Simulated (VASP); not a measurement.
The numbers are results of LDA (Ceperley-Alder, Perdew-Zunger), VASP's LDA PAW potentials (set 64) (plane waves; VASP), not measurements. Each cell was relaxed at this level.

**Question.** Which of these has an unstable (imaginary) mode at Γ?
(A) Rb2O2, Immm (71)
(B) TiAl, P4/mmm (123)
(C) CsSnBr3, Pm-3m (221)
(D) GeSe, Fm-3m (225)

**Answer.** D, GeSe, Fm-3m (225). Its optical Γ-point modes are 67i (×3) cm⁻¹.
